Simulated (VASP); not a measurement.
# Si (Fd-3m) in VASP: further runs, part 2 of 2

VASP 6.6.1. The steps go on from the part before.

## 3. Relaxation of cell and atoms, LDA

This run uses another cell than the first one, of 20.16 Å³/atom, 1.023 times its volume.

INCAR

```
PREC = Accurate
ENCUT = 600
EDIFF = 1E-6
ISMEAR = 0
SIGMA = 0.02
LREAL = False
LASPH = True
NELM = 100
ALGO = Normal
ISIF = 3
LWAVE = False
LCHARG = False
GGA = CA
IBRION = 2
NSW = 100
EDIFFG = -0.005
```

KPOINTS

```
regular mesh
0
Gamma
  8 8 8
```

POSCAR

```
Si
1.0
    0.0000000000      2.7218511900      2.7218511900
    2.7218511900      0.0000000000      2.7218511900
    2.7218511900      2.7218511900      0.0000000000
Si
2
Direct
    0.7500000000      0.7500000000      0.7500000000
    0.5000000000      0.5000000000      0.5000000000
```

Potentials or basis: VASP PAW LDA potentials, release 64 (Si).

Launch:

```bash
cat potpaw_LDA.64/Si/POTCAR > POTCAR
mpirun -np 1 vasp_std > vasp.out
```

Wall time 12 s (1 thread of Intel Xeon Platinum 8488C (Sapphire Rapids), shared host); peak memory 0.15 GiB.

It converged, with:

| Item | Value |
| --- | --- |
| Free energy | -11.9158 eV |
| Relaxed volume | 19.72 Å³/atom |
| Relaxed cell | a = 3.821 Å, b = 3.821 Å, c = 3.821 Å, α = 60.00°, β = 60.00°, γ = 60.00° |
| Space group after relaxing (to 0.05 Å) | Fd-3m (No. 227) |
| Energy gained by relaxing | 3.0 meV/atom |
| Ionic steps | 3 |
| Pressure after relaxing | 0.0 GPa |
| Band gap on the k mesh | 0.49 eV, indirect (least direct gap 2.53 eV) |

The path:
```csv
step,energy change (eV),largest force (eV/Å),pressure (GPa),volume (Å³)
1,0.0000,0.0000,-2.07,40.33
2,-0.0030,0.0000,1.55,38.83
3,-0.0059,0.0000,0.00,39.44
```

Final structure:
```xyz
2
Lattice="0.0000 2.7016 2.7016 2.7016 0.0000 2.7016 2.7016 2.7016 0.0000" Properties=species:S:1:pos:R:3 pbc="T T T"
Si    4.0524    4.0524    4.0524
Si    2.7016    2.7016    2.7016
```

Levels at points of the mesh, in eV from the valence-band top:
```tsv
k point	band 1	band 2	band 3	band 4	band 5	band 6	band 7	band 8
(0.00, 0.00, 0.00)	-12.06	0.00	0.00	0.00	2.53	2.53	2.53	3.38
(0.50, 0.00, 0.00)	-9.69	-7.06	-1.21	-1.21	1.48	3.28	3.28	7.54
(0.50, 0.50, 0.00)	-7.86	-7.86	-2.89	-2.89	0.57	0.57	10.11	10.11
```

A k mesh can miss the band edges.

## 4. Single point, LDA

INCAR

```
ALGO = Normal
EDIFF = 1E-6
ENCUT = 520
ISIF = 2
ISMEAR = 0
LASPH = T
LCHARG = T
LELF = T
LREAL = F
LVHAR = T
LWAVE = F
NBANDS = 11
NELM = 100
PREC = Accurate
SIGMA = 0.02
```

KPOINTS

```
k-points
0
Gamma
  12 12 12
```

POSCAR

```
Si
1.0
    0.0000000000      2.7009711436      2.7009711436
    2.7009711436      0.0000000000      2.7009711436
    2.7009711436      2.7009711436      0.0000000000
Si
2
Direct
    0.7500000000      0.7500000000      0.7500000000
    0.5000000000      0.5000000000      0.5000000000
```

Launch:

```bash
cat potpaw_LDA.64/Si/POTCAR > POTCAR
mpirun -np 1 vasp_std > vasp.out
```

Wall time 15 s (1 thread of Intel Xeon Platinum 8488C (Sapphire Rapids), shared host); peak memory 0.14 GiB.

The run converged. Its results:

- Free energy: -11.9197 eV
- Pressure: 0.0 GPa
- Band gap on the k mesh: 0.44 eV, indirect (least direct gap 2.53 eV)

Levels at points of the mesh, in eV from the valence-band top:
| k point | band 2 | band 3 | band 4 | band 5 | band 6 | band 7 |
| --- | --- | --- | --- | --- | --- | --- |
| (0.00, 0.00, 0.00) | 0.00 | 0.00 | 0.00 | 2.53 | 2.53 | 2.53 |
| (0.50, 0.00, 0.00) | -7.06 | -1.21 | -1.21 | 1.49 | 3.29 | 3.29 |
| (0.50, 0.50, 0.00) | -7.86 | -2.89 | -2.89 | 0.57 | 0.57 | 10.11 |

A k mesh can miss the band edges. A hybrid or GW would open this gap; LDA tends to underestimate it.

## 5. Relaxation of cell and atoms, LDA

INCAR

```
PREC = Accurate ; ENCUT = 600
EDIFF = 1E-6 ; ISMEAR = 0
SIGMA = 0.02 ; LREAL = False
LASPH = True ; NELM = 100
ALGO = Normal ; ISIF = 3
LWAVE = False ; LCHARG = False
GGA = CA ; IBRION = 2
NSW = 100 ; EDIFFG = -0.005
```

KPOINTS

```
Automatic mesh
0
Gamma
  12 12 12
```

POSCAR is that of step 4.

Potentials or basis: VASP PAW LDA potentials, release 64 (Si).

Launch:

```bash
cat potpaw_LDA.64/Si/POTCAR > POTCAR
mpirun -np 1 vasp_std > vasp.out
```

OUTCAR:

```text
PREC = Accurate
   ENCUT = 600
   EDIFF = 1E-6
   ISMEAR = 0
   LREAL = False
   LASPH = True
   NELM = 100
   ISIF = 3
   GGA = CA
   IBRION = 2
   NSW = 100
   EDIFFG = -0.005

 ion  position               nearest neighbor table
   1  0.750  0.750  0.750-   2 2.34   2 2.34   2 2.34   2 2.34
   2  0.500  0.500  0.500-   1 2.34   1 2.34   1 2.34   1 2.34

  LATTYP: Found a face centered cubic cell.
 ALAT       =     5.4019422872

  Lattice vectors:

 A1 = (   0.0000000000,   2.7009711436,   2.7009711436)
 A2 = (   2.7009711436,   0.0000000000,   2.7009711436)
 A3 = (   2.7009711436,   2.7009711436,   0.0000000000)

Analysis of symmetry for initial positions (statically):
=====================================================================
[... 263 lines left out ...]
 fundamental gap:      0.4427144303
 Fermi energy:         6.0131546105

 k-point     1 :       0.0000    0.0000    0.0000
  band No.  band energies     occupation
      1      -6.1349      2.00000
      2       5.9278      2.00000
      3       5.9278      2.00000
      4       5.9278      2.00000
      5       8.4583      0.00000
      6       8.4583      0.00000
      7       8.4583      0.00000
      8       9.3137      0.00000
[... 243 lines left out ...]
 k-point    24 :      -0.4167    0.1667    0.0000
  band No.  band energies     occupation
      1      -3.4819      2.00000
      2      -0.9147      2.00000
      3       2.8836      2.00000
      4       4.3158      2.00000
      5       8.0357      0.00000
      6       9.9452      0.00000
      7      10.2844      0.00000
      8      13.8589      0.00000

 [... further k-points ...]

------------------------ aborting loop because EDIFF is reached ----------------------------------------

  FORCE on cell =-STRESS in cart. coord.  units (eV):
  Direction    XX          YY          ZZ          XY          YZ          ZX
  --------------------------------------------------------------------------------------
  -------------------------------------------------------------------------------------
  Total       -0.0041569     -0.0041569     -0.0041569      0.0000000     -0.0000000      0.0000000
  in kB       -0.1689053     -0.1689053     -0.1689053      0.0000000     -0.0000000      0.0000000
  external PRESSURE =      -0.1689053 kB  Pullay stress =       0.0000000 kB
[... 17 lines left out ...]
  FREE ENERGIE OF THE ION-ELECTRON SYSTEM (eV)
  ---------------------------------------------------
  free  energy   TOTEN  =       -11.9199486101 eV

  energy  without entropy=      -11.9199486101  energy(sigma->0) =      -11.91994861

 reached required accuracy - stopping structural energy minimisation
```

OSZICAR:

```text
N       E                     dE             d eps       ncg     rms          rms(c)
DAV:   1     0.104531568500E+02    0.10453E+02   -0.36867E+03  1152   0.906E+02
[... 13 lines left out ...]
DAV:   2    -0.119199481993E+02    0.44907E-05   -0.45327E-06  1544   0.145E-02    0.793E-03
DAV:   3    -0.119199461095E+02    0.20898E-05   -0.49897E-06  1408   0.112E-02    0.226E-03
DAV:   4    -0.119199461034E+02    0.60966E-08   -0.43276E-08   632   0.199E-03
   2 F= -.11919946E+02 E0= -.11919946E+02  d E =-.165086E-05
       N       E                     dE             d eps       ncg     rms          rms(c)
DAV:   1    -0.119199494114E+02   -0.33019E-05   -0.39564E-05  1416   0.361E-02    0.587E-03
DAV:   2    -0.119199486101E+02    0.80135E-06   -0.79478E-07  1168   0.611E-03
   3 F= -.11919949E+02 E0= -.11919949E+02  d E =-.415751E-05
```

Run time: 26 s. Hardware: 1 thread of Intel Xeon Platinum 8488C (Sapphire Rapids), shared host; peak memory 0.15 GiB.

Results:

* Free energy: -11.9199 eV
* Relaxed volume: 19.72 Å³/atom
* Relaxed cell: a = 3.820 Å, b = 3.820 Å, c = 3.820 Å, α = 60.00°, β = 60.00°, γ = 60.00°
* Space group after relaxing (to 0.05 Å): Fd-3m (No. 227)
* Energy gained by relaxing: 0.0 meV/atom
* Ionic steps: 3
* Pressure after relaxing: 0.0 GPa
* Band gap on the k mesh: 0.44 eV, indirect (least direct gap 2.53 eV)

Final structure:
```cif
data_structure
_symmetry_space_group_name_H-M 'P 1'
_symmetry_Int_Tables_number 1
_cell_length_a 3.8205
_cell_length_b 3.8205
_cell_length_c 3.8205
_cell_angle_alpha 60.000
_cell_angle_beta 60.000
_cell_angle_gamma 60.000
_cell_volume 39.43
loop_
_atom_site_label
_atom_site_type_symbol
_atom_site_fract_x
_atom_site_fract_y
_atom_site_fract_z
_atom_site_occupancy
Si1 Si 0.75000 0.75000 0.75000 1
Si2 Si 0.50000 0.50000 0.50000 1
```

Levels at points of the mesh, in eV from the valence-band top:
| k point | band 1 | band 2 | band 3 | band 4 | band 5 | band 6 | band 7 | band 8 |
| --- | --- | --- | --- | --- | --- | --- | --- | --- |
| (0.00, 0.00, 0.00) | -12.06 | 0.00 | 0.00 | 0.00 | 2.53 | 2.53 | 2.53 | 3.39 |
| (0.50, 0.00, 0.00) | -9.69 | -7.06 | -1.21 | -1.21 | 1.48 | 3.29 | 3.29 | 7.54 |
| (0.50, 0.50, 0.00) | -7.86 | -7.86 | -2.89 | -2.89 | 0.57 | 0.57 | 10.11 | 10.11 |

A k mesh can miss the band edges. A hybrid or GW would open this gap; LDA tends to underestimate it.

## 6. The runs side by side

```csv
task,cell,k mesh,cutoff (eV),gap on the mesh (eV),pressure (GPa),relaxed volume (Å³/atom)
single point,"Fd-3m, 19.7 Å³/atom",8 × 8 × 8,520,0.49,0.1,-
relaxation of cell and atoms,relaxed,8 × 8 × 8,600,0.49,0.0,19.72
single point,"Fd-3m, 19.7 Å³/atom",12 × 12 × 12,520,0.44,0.0,-
relaxation of cell and atoms,relaxed,12 × 12 × 12,600,0.44,0.0,19.72
```

Alike in all rows: level LDA; potentials or basis VASP PAW LDA potentials, release 64 (Si); no spin polarisation; smearing gaussian 0.02 eV.

Absolute energies hang on the potentials; compare differences alone.
